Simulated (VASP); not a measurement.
```yaml
crystal:
  lattice:
    - [4.15448, 0.00000, 0.00000]
    - [-2.07724, 3.59788, 0.00000]
    - [0.00000, 0.00000, 4.75370]
  atoms:
    - { symbol: Sr, position: [0.33333, 0.66667, 0.99632] }
    - { symbol: Ga, position: [0.66667, 0.33333, 0.55474] }
    - { symbol: Ge, position: [0.00000, 0.00000, 0.43548] }
    - { symbol: H, position: [0.66667, 0.33333, 0.91908] }
```

These are LDA (Ceperley-Alder, Perdew-Zunger), VASP's LDA PAW potentials (set 64) (plane waves; VASP 6.6.1) values and carry that method's errors. Settings: 400 eV cut-off, 7×7×5 Γ-centred mesh, tetrahedra with Blöchl corrections, potentials Sr_sv Ga_d Ge_d H.

The cores are frozen, which limits the accuracy of field gradients.

### Question
Give the principal components of the electric field gradient (V/Å²) and the asymmetry η at each nucleus.

### Answer

```tsv
atom	Vxx	Vyy	Vzz	η
Sr1	-19.7	-19.7	39.5	0.00
Ga2	-20.3	-20.3	40.6	0.00
Ge3	33.3	33.3	-66.6	0.00
H4	-1.5	-1.5	3.1	0.00
```

The structure comes from a computed database's SrGaGeH entry (P3m1); how it stands against other phases isn't given here. It was relaxed first, which changed the volume by -7 %.
